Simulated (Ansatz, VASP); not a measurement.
# FeCuSO in two plane-wave programs, part 2 of 2

One calculation is typed for both programs; each brings its own data sets. How far apart do they land?  Valence electrons are named where the data sets of a main pair hold unlike numbers.

VASP 6.6.1 and Ansatz 0.2.0.

So far: The starting structure; VASP: single point, PBE.

### Step 3. Ansatz: single point, PBE

Level of this step: Ansatz beside VASP: Kohn-Sham DFT, plane waves, PBE (Ansatz).

Ansatz runs on its default PAW (the set named soft_2) files.

The same cell, functional, mesh and smearing now go to Ansatz, which takes its cutoff from its data sets.

input.yaml

```yaml
crystal:
  lattice:
    - [3.8219, 0.0, 0.0]
    - [0.0, 3.8219, 0.0]
    - [0.0, 0.0, 8.645]
  atoms:
    - { symbol: Cu, position: [0.5, 0.5, 0.5], spin: 0.6 }
    - { symbol: Cu, position: [0.0, 0.0, 0.5], spin: 0.6 }
    - { symbol: Fe, position: [0.0, 0.0, 0.0], spin: 3.0 }
    - { symbol: Fe, position: [0.5, 0.5, 0.0], spin: 3.0 }
    - { symbol: S, position: [0.0, 0.5, 0.6558] }
    - { symbol: S, position: [0.5, 0.0, 0.3442] }
    - { symbol: O, position: [0.0, 0.5, 0.0744] }
    - { symbol: O, position: [0.5, 0.0, 0.9256] }
hamiltonian:
  xc: pbe
  pseudopotentials: { kind: paw }
magnetization:
  spin_polarized: true
kpoints:
  mp_grid: { grid: [7, 7, 3] }
scf:
  occupations: { method: fermi_dirac, width: 0.05 }
  n_extra_bands: 11
output:
  forces: true
  stress: true
  eigenvalues: true
```

Run with:

```console
$ ansatz run input.yaml --threads 4 --pin off --max-ram 9216MiB --backend cpu --events-out ev --progress --plain --runs-dir out
```

Numbers of over 12 decimals in the logs are rounded to 6 here.

The program printed:

```text
Warning: the band count 58 (scf.n_extra_bands) hosts the net moment |M| = 7.2000 μB (N_el = 94) but caps the reachable moment at 2·n_bands − N_el = 22.0000 μB, below the 61 bands that the automatic rule leaves for it — a moment growing past the seed, or the majority channel's smearing tail, pins there with fewer empty majority states than that count leaves; raise or omit scf.n_extra_bands unless the cap is intended
scf.n_extra_bands = 11 over 47 filled bands (N_el = 94.0): the run solves 58 bands
Engine: ansatz 0.2.0, x86_64-unknown-linux-gnu
Pseudopotentials: kind: paw
Pseudopotential: Cu, paw, valence charge 19, recommended cutoff 420 eV (normal), Cu.paw.azcp
Pseudopotential: Fe, paw, valence charge 16, recommended cutoff 420 eV (normal), Fe.paw.azcp
Pseudopotential: S, paw, valence charge 6, recommended cutoff 420 eV (normal), S.paw.azcp
Pseudopotential: O, paw, valence charge 6, recommended cutoff 420 eV (normal), O.paw.azcp
Functional definition: PBE
  parameter kappa = 0.804
  parameter beta = 0.066725
  exchange = pbe_x(kappa = kappa, mu = beta*pi^2/3)
  correlation = pbe_c(beta = beta)
Crystal: 8 atoms, lattice volume = 126.277 Å³
Basis set: ecut = 420 eV, 2445 PW (Γ), exchange–correlation on 54×54×120 points (8 copies of the dense FFT grid, shifted against one another)
Bands: 58, of which v1, the nominal top of the filled ones, is band 47 counted from 1 (46 counted from 0)
Symmetry: 16 space group operations
Space group: P4/nmm (ITA 129), of the structure as read, at distance tolerance 5.0e-5 Å
Magnetic group: BNS 129.411 (UNI 1071), of the structure as read, at distance tolerance 5.0e-5 Å
k-points: 20 of 147
Non-local potential: Cu, projectors of the file, l = 0: 3, l = 1: 2, l = 2: 3, l = 3: 1
Non-local potential: Fe, projectors of the file, l = 0: 3, l = 1: 2, l = 2: 3, l = 3: 1
Non-local potential: S, projectors of the file, l = 0: 2, l = 1: 2, l = 2: 2
Non-local potential: O, projectors of the file, l = 0: 2, l = 1: 2, l = 2: 1
PAW form: soft (Blöchl's): semilocal exchange-correlation on the pseudo side does not see the compensation charge
PAW one-centre angular grid: Cu, 590 points (default); XC on 64 Gauss nodes
PAW one-centre angular grid: Fe, 590 points (default); XC on 64 Gauss nodes
PAW one-centre angular grid: S, 110 points (default); XC on 64 Gauss nodes
PAW one-centre angular grid: O, 110 points (default); XC on 64 Gauss nodes
Starting moments: Σ|m| = 7.2 μB on 4 of 8 sites
Initial wavefunctions: pseudopotential atomic-orbital guess
Functional: x = pbe(κ = 0.804, μ = 0.219515), c = pbe(β = 0.066725)
SCF iter   1: F=—  HF=-25149.654620 eV  |F-HF|=—  |Δ(HF+E_count)|=         —  Δρ=5.63e-2 (↑5.63e-2 ↓5.15e-2)  dr2=2.69e1  dr2_m=7.58e-1  M=6.505 μB ∫|m|=6.589 μB  β_m=0.30  ethr=3.10e-3  ⟨swp⟩=6.0  Hψ=8584  notcnv=0  defer=3
Mixer restart at iter 1: flushing history
preconditioner: auto → Kerker (q_TF=auto, 2.597 Å⁻¹)  [metal: Δε(μ)=0.003 eV  Ē_g=8.035 eV  σ=0.050 eV  W_gap=0.01  n_scr=38 (ndim 8)  ℏωp=26.0 eV  f_vac=0.054  D(μ)=6.88/eV (n_scr^D=56)]
spin=Collinear: Kerker preconditioning applied to the charge; magnetization (m = ρ↑ − ρ↓) channel mixes plain (no charge-response kernel on spin).
SCF iter   2: F=—  HF=-25149.011454 eV  |F-HF|=—  |Δ(HF+E_count)|=   6.43e-1  Δρ=6.80e-2 (↑6.80e-2 ↓6.04e-2)  dr2=3.53e0  dr2_m=4.04e0  M=8.817 μB ∫|m|=8.819 μB  β_m=0.35  ethr=3.10e-3  ⟨swp⟩=2.5  Hψ=4321  notcnv=0  defer=100
SCF iter   3: F=—  HF=-25148.906498 eV  |F-HF|=—  |Δ(HF+E_count)|=   1.05e-1  Δρ=4.32e-2 (↑3.82e-2 ↓4.32e-2)  dr2=4.19e0  dr2_m=1.77e0  M=8.836 μB ∫|m|=8.838 μB  β_m=0.55  ethr=3.10e-3  ⟨swp⟩=2.0  Hψ=3697  notcnv=0  defer=97
SCF iter   4: F=—  HF=-25148.821236 eV  |F-HF|=—  |Δ(HF+E_count)|=   8.53e-2  Δρ=3.48e-2 (↑2.78e-2 ↓3.48e-2)  dr2=3.14e0  dr2_m=3.58e-2  M=8.538 μB ∫|m|=8.546 μB  β_m=0.50  ethr=3.10e-3  ⟨swp⟩=2.1  Hψ=3434  notcnv=0  defer=101
SCF iter   5: F=—  HF=-25148.643141 eV  |F-HF|=—  |Δ(HF+E_count)|=   1.78e-1  Δρ=1.18e-2 (↑1.09e-2 ↓1.18e-2)  dr2=6.10e-1  dr2_m=1.07e-1  M=8.762 μB ∫|m|=8.774 μB  β_m=0.71  ethr=3.10e-3  ⟨swp⟩=2.1  Hψ=3828  notcnv=0  defer=94
SCF iter   6: F=—  HF=-25148.638619 eV  |F-HF|=—  |Δ(HF+E_count)|=   4.52e-3  Δρ=7.98e-3 (↑7.02e-3 ↓7.98e-3)  dr2=3.43e-1  dr2_m=1.85e-2  M=8.715 μB ∫|m|=8.730 μB  β_m=0.60  ethr=6.49e-4  ⟨swp⟩=2.0  Hψ=2832  notcnv=0  defer=94
SCF iter   7: F=—  HF=-25148.606964 eV  |F-HF|=—  |Δ(HF+E_count)|=   3.17e-2  Δρ=3.48e-3 (↑3.48e-3 ↓2.35e-3)  dr2=1.77e-2  dr2_m=6.45e-3  M=8.665 μB ∫|m|=8.683 μB  β_m=0.60  ethr=3.65e-4  ⟨swp⟩=2.0  Hψ=3357  notcnv=0  defer=95
SCF iter   8: F=—  HF=-25148.606170 eV  |F-HF|=—  |Δ(HF+E_count)|=         —  Δρ=2.07e-3 (↑1.98e-3 ↓2.07e-3)  dr2=4.63e-3  dr2_m=3.68e-3  M=8.652 μB ∫|m|=8.669 μB  β_m=0.60  ethr=1.88e-5  ⟨swp⟩=2.5  Hψ=3930  notcnv=0  defer=95
Mixer restart at iter 8: flushing history
[...]
SCF iter  10: F=—  HF=-25148.607932 eV  |F-HF|=—  |Δ(HF+E_count)|=   1.16e-3  Δρ=1.14e-3 (↑5.37e-4 ↓1.14e-3)  dr2=2.46e-3  dr2_m=2.23e-4  M=8.660 μB ∫|m|=8.675 μB  β_m=0.82  ethr=2.68e-6  ⟨swp⟩=2.0  Hψ=3974  notcnv=0  defer=98
SCF iter  11: F=—  HF=-25148.608432 eV  |F-HF|=—  |Δ(HF+E_count)|=   5.00e-4  Δρ=1.21e-3 (↑9.54e-4 ↓1.21e-3)  dr2=6.26e-3  dr2_m=1.52e-4  M=8.681 μB ∫|m|=8.695 μB  β_m=0.62  ethr=2.61e-6  ⟨swp⟩=2.0  Hψ=4067  notcnv=0  defer=98  recentre
SCF iter  12: F=—  HF=-25148.607984 eV  |F-HF|=—  |Δ(HF+E_count)|=   4.48e-4  Δρ=3.89e-4 (↑2.35e-4 ↓3.89e-4)  dr2=3.91e-4  dr2_m=2.83e-5  M=8.669 μB ∫|m|=8.684 μB  β_m=0.64  ethr=2.61e-6  ⟨swp⟩=2.0  Hψ=3325  notcnv=0  defer=98
SCF iter  13: F=—  HF=-25148.608050 eV  |F-HF|=—  |Δ(HF+E_count)|=   6.59e-5  Δρ=1.74e-4 (↑1.74e-4 ↓1.66e-4)  dr2=2.65e-4  dr2_m=1.05e-6  M=8.672 μB ∫|m|=8.686 μB  β_m=0.56  ethr=4.16e-7  ⟨swp⟩=2.0  Hψ=3687  notcnv=0  defer=98
SCF iter  14: F=—  HF=-25148.608052 eV  |F-HF|=—  |Δ(HF+E_count)|=   2.75e-6  Δρ=9.80e-5 (↑6.97e-5 ↓9.80e-5)  dr2=4.29e-5  dr2_m=2.15e-6  M=8.670 μB ∫|m|=8.685 μB  β_m=0.78  ethr=2.82e-7  ⟨swp⟩=1.0  Hψ=2340  notcnv=0  defer=98
SCF iter  15: F=—  HF=-25148.608042 eV  |F-HF|=—  |Δ(HF+E_count)|=   1.09e-5  Δρ=4.88e-5 (↑2.31e-5 ↓4.88e-5)  dr2=8.17e-6  dr2_m=3.65e-7  M=8.669 μB ∫|m|=8.684 μB  β_m=0.83  ethr=4.56e-8  ⟨swp⟩=2.0  Hψ=2953  notcnv=0  defer=98
SCF iter  16: F=—  HF=-25148.608042 eV  |F-HF|=—  |Δ(HF+E_count)|=   1.89e-7  Δρ=1.95e-5 (↑1.02e-5 ↓1.95e-5)  dr2=1.29e-6  dr2_m=7.52e-8  M=8.670 μB ∫|m|=8.684 μB  β_m=0.91  ethr=8.69e-9  ⟨swp⟩=2.2  Hψ=3067  notcnv=0  defer=98
SCF iter  17: F=—  HF=-25148.608042 eV  |F-HF|=—  |Δ(HF+E_count)|=   1.22e-7  Δρ=5.08e-6 (↑2.31e-6 ↓5.08e-6)  dr2=7.14e-8  dr2_m=5.80e-9  M=8.670 μB ∫|m|=8.684 μB  β_m=0.91  ethr=1.37e-9  ⟨swp⟩=1.6  Hψ=2386  notcnv=0  defer=98
SCF iter  18: F=—  HF=-25148.608042 eV  |F-HF|=—  |Δ(HF+E_count)|=   2.08e-8  Δρ=5.71e-6 (↑4.27e-6 ↓5.71e-6)  dr2=1.19e-7  dr2_m=2.68e-9  M=8.670 μB ∫|m|=8.684 μB  β_m=0.89  ethr=7.60e-11  ⟨swp⟩=2.1  Hψ=4064  notcnv=0  defer=98
SCF iter  19: F=-25148.608042 eV  HF=-25148.608042 eV  |F-HF|=4.84e-10  |Δ(HF+E_count)|=   6.85e-9  Δρ=8.89e-7 (↑6.91e-7 ↓8.89e-7)  dr2=1.56e-9  dr2_m=2.34e-10  M=8.670 μB ∫|m|=8.684 μB  ethr=7.60e-11  ⟨swp⟩=8.9  Hψ=8207  notcnv=0
SCF 1 converged in 19 iterations: F = -25148.608042 eV  dr2 = 1.56e-9
  greatest PAW one-centre occupation: 1.004 electrons in one spin orbital (limit 2), on the Fe atom at site 3 (counted from 0), in its partial waves of l = 1
SCF converged after 19 iterations
Magnetization: 8.6697 μB (51.3348 up, 42.6652 down)
Absolute magnetization: 8.6842 μB (∫|ρ↑−ρ↓|, with the PAW one-centre terms)
Spin contamination: 0.1167 ħ² per cell (⟨S²⟩ above its minimum at these occupations)
Per-site moments (μB) at R_I (Å): [(0.059824, 0.964390), (0.059824, 0.964390), (3.403422, 0.831719), (3.403422, 0.831719), (0.070697, 0.964390), (0.070697, 0.964390), (0.381404, 0.831719), (0.381404, 0.831719)]
Free energy (F): -25148.608042 eV
Harris-Foulkes:  -25148.608042 eV  (|F-HF|=4.84e-10)
Internal energy: -25148.560682 eV  (E = F + TS)
E sigma→0 (E₀):  -25148.584362 eV
Entropy (-TS):   -0.047360 eV (-5.920 meV/atom)
Fermi energy:    8.422561 eV
--- Per-component energies (eV) ---
  E_band       = -1791.258007
  E_kinetic    = 1834.780444
  E_local      = -19273.275550  (includes V_loc(G=0)·N_el)
  E_nonlocal   = 1395.978231
  E_hartree    = 8365.028217
  E_xc         = -745.312754
  E_vxc        = -882.690862  (∫ρ·V_xc dr)
  E_paw        = -7584.741494  (= ΣΔE_a)
  E_vpaw       = -1596.115730  (= ΣTr[D̂ρ^β])
  E_aug_tail   = 0.007063  (compensation charges beyond the density's cutoff)
  E_ewald      = -9141.024839
  E_smearing   = -0.047360  (= −TS)
  E_closure    = -0.000000  (closes the sum)
  Σ components = -25148.608042   (vs F -25148.608042, Δ=0.00e0)
--- Forces (eV/Å), atoms counted from 1 ---
  atom   1  Cu     0.00000000     0.00000000     0.00000000
  atom   2  Cu     0.00000000     0.00000000    -0.00000000
  atom   3  Fe    -0.00000000     0.00000000     0.00000000
  atom   4  Fe    -0.00000000     0.00000000    -0.00000000
  atom   5  S      0.00000000     0.00000000    -0.00063037
  atom   6  S      0.00000000     0.00000000     0.00063037
  atom   7  O      0.00000000     0.00000000    -0.27236013
  atom   8  O      0.00000000     0.00000000     0.27236013
  max |Σ_I F_I| component: 2.03e-20 eV/Å
--- Stress (GPa, compression-positive) ---
       -0.816659       0.000000       0.000000
        0.000000      -0.816659       0.000000
        0.000000       0.000000      -2.741323
  P = ⅓ Tr σ = -1.4582 GPa (-14.582 kbar)
--- Band table (eV; the first three rows and the last of 40) ---
  k-point 0 ↑: bands = [... 43 lower, 6.9477, 6.9477, 6.9636, 7.0465, 7.0465, 7.5769, 8.4063, 8.9783, ... 7 higher]
  k-point 1 ↑: bands = [... 43 lower, 6.9474, 6.9474, 6.9636, 7.0414, 7.0414, 7.6459, 8.1762, 8.9863, ... 7 higher]
  k-point 2 ↑: bands = [... 43 lower, 6.6692, 6.6924, 6.9663, 7.0030, 7.4004, 7.7484, 8.3422, 8.5286, ... 7 higher]
  k-point 19 ↓: bands = [... 43 lower, 8.4787, 8.6942, 8.8315, 9.0305, 9.0940, 9.4239, 9.5472, 10.5983, ... 7 higher]
```

The job ended after 10 s (4 threads of Intel Xeon Platinum 8488C (Sapphire Rapids), shared host; peak memory 0.69 GiB).

The run ends at a pressure of -1.46 GPa, with forces up to 0.27 eV/Å.

### Step 4. Differences

Known differences besides the potentials themselves: the data sets hold 94 valence electrons in Ansatz (on its default PAW (the set named soft_2) files) and 62 in VASP; the cutoff is 420 eV in Ansatz and 520 eV in VASP; VASP leaves aspherical gradient terms in its spheres out (LASPH is not set), Ansatz keeps them; site moments are counted in spheres of each program's own size. Total energies have different zeros and are not compared.

Both answers:

```
                                        quantity  Ansatz   VASP  difference
                                  pressure (GPa)   -1.46  -1.26       -0.20
pressure without Ansatz's Pulay correction (GPa)   -1.70  -1.26       -0.44
                               total moment (μB)    8.67   8.66       +0.01
                              moment on Fe4 (μB)    3.40   3.65       -0.25
                              moment on Fe3 (μB)    3.40   3.65       -0.25
                               moment on O7 (μB)    0.38   0.36       +0.02
                               moment on O8 (μB)    0.38   0.36       +0.02
                               moment on S6 (μB)    0.07   0.07        0.00
                               moment on S5 (μB)    0.07   0.07        0.00
                              moment on Cu1 (μB)    0.06   0.06        0.00
                              moment on Cu2 (μB)    0.06   0.06        0.00
```

Forces (eV/Å; atoms numbered as in POSCAR):

```csv
atom,"Ansatz x, y, z","VASP x, y, z"
Cu1,"0.000, 0.000, 0.000","0.000, 0.000, 0.000"
Cu2,"0.000, 0.000, 0.000","0.000, 0.000, 0.000"
Fe3,"0.000, 0.000, 0.000","0.000, 0.000, 0.000"
Fe4,"0.000, 0.000, 0.000","0.000, 0.000, 0.000"
S5,"0.000, 0.000, -0.001","0.000, 0.000, 0.003"
S6,"0.000, 0.000, 0.001","0.000, 0.000, -0.003"
O7,"0.000, 0.000, -0.272","0.000, 0.000, -0.225"
O8,"0.000, 0.000, 0.272","0.000, 0.000, 0.225"
```

The forces differ by 14 meV/Å r.m.s., which is 21.0 % of the r.m.s. force of 0.065 eV/Å (both taken over all components). Ansatz's pressure holds a Pulay correction of 0.24 GPa; VASP's holds none.

### Step 5. What the set-up changes

Further runs change the set-up of one program: Ansatz's method, potentials or start, or VASP's data sets, cutoff or form of LDA. The table gives Ansatz less VASP for each quantity, since a change that brings one quantity closer may part another.

```
                                        run  r.m.s. force difference (meV/Å)  pressure (GPa)  total moment (μB)
                                   as above                               14           -0.20             0.0071
   Ansatz's larger PAW set (cutoff 1050 eV)                               12           -0.18             0.0060
norm-conserving potentials (cutoff 1252 eV)                               15           -0.22              0.015
```

### Step 6. Results

- r.m.s. force difference (single point, PBE): 14 meV/Å

What this shows: The r.m.s. force difference is 14 meV/Å (single point, PBE), beyond the 12 meV/Å picked in this series as the mark of a large difference. The data sets hold unlike numbers of valence electrons (94 in Ansatz and 62 in VASP), so part of the differences comes from the potentials. Single point, PBE, norm-conserving potentials (cutoff 1252 eV): the difference in total moment goes from 0.0071 to 0.015 μB. Such differences can come from data sets, numerical settings and the points named under the comparisons, not from the functional's error against experiment.

[Lines on the potential files, build, host, timing and source positions are cut from VASP's logs without a mark.]

[Logs are printed without paths, hosts, clocks, repeated set-up lines and the standing remarks that a program may print on its own settings, such as how far it seeks lower states.]

[Hosts, paths, dates, database ids (printed as entryN), source tags and the programs' standing remarks are cut or masked in the printed files.]
